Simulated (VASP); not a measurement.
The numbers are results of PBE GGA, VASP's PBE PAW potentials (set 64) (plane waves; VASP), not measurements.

The input files of a VASP run:

POSCAR:
```
Fe
1
   -1.4350000000     1.4350000000     1.4350000000
    1.4350000000    -1.4350000000     1.4350000000
    1.4350000000     1.4350000000    -1.4350000000
Fe
1
Direct
  0.0000000000   0.0000000000   0.0000000000
```

### INCAR
```
ALGO = Normal
EDIFF = 1E-6
ENCUT = 400
GGA = PE
ISIF = 2
ISMEAR = 1
ISPIN = 2
LASPH = .TRUE.
LCHARG = .FALSE.
LMAXMIX = 4
LORBIT = 10
LREAL = .FALSE.
LWAVE = .FALSE.
MAGMOM = 2.5
NELM = 100
PREC = Accurate
SIGMA = 0.1
SYSTEM = Fe
```

KPOINTS:
```
Automatic mesh
0
Gamma
13 13 13
0 0 0
```

POTCAR, in this order: Fe (PBE.64 set). Program: vasp_std.

Question: What does the run give for the energy per atom (σ→0), cell moment, pressure, band gap (on the k-mesh)?

Answer: 
| Quantity | Value |
|---|---|
| energy per atom (σ→0) | -8.226 eV/atom |
| cell moment | 2.22 μB |
| band gap (on the k-mesh) | none (metal, semimetal or under 0.01 eV) |
| pressure | -80.9 kbar |

OSZICAR:
```
...
DAV:   8    -0.823314032601E+01    0.61675E-02   -0.95510E-03  3658   0.772E-01    0.137E+00
DAV:   9    -0.822638126236E+01    0.67591E-02   -0.93591E-03  3744   0.711E-01    0.336E-01
DAV:  10    -0.822623530386E+01    0.14596E-03   -0.45768E-04  3160   0.331E-01    0.727E-02
DAV:  11    -0.822625281807E+01   -0.17514E-04   -0.13840E-04  3270   0.160E-01    0.423E-02
DAV:  12    -0.822625704107E+01   -0.42230E-05   -0.13127E-05  3090   0.481E-02    0.132E-02
DAV:  13    -0.822625890728E+01   -0.18662E-05   -0.12986E-06  1624   0.128E-02    0.958E-03
DAV:  14    -0.822625881986E+01    0.87419E-07   -0.49633E-07  1527   0.810E-03
   1 F= -.82262588E+01 E0= -.82261999E+01  d E =-.176767E-03  mag=     2.2181
```

The compound is Fe in the bcc structure. The cell was not relaxed at this level.
